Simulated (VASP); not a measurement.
```
Se
1.0
    1.97510    -3.42097     0.00000
    1.97510     3.42097     0.00000
    0.00000     0.00000     5.12090
Se
3
Direct
  0.00000   0.25584   0.66667
  0.74416   0.74416   0.00000
  0.25584   0.00000   0.33333
```

The numbers are results of LDA (Ceperley-Alder, Perdew-Zunger), VASP's LDA PAW potentials (set 64) (plane waves; VASP), not measurements. Run with 500 eV cut-off, 7×7×5 Γ-centred mesh, Gaussian smearing of 0.050 eV, potentials Se.

Task: Estimate the energy per atom (σ→0).

Result: 
```
Item                            Value
---------------------  --------------
energy per atom (σ→0)  -4.159 eV/atom
```

The absolute energy has meaning only against runs of the same code, potentials and settings.

The compound is Se in the trig structure. It was relaxed first, which changed the volume by -15 %.
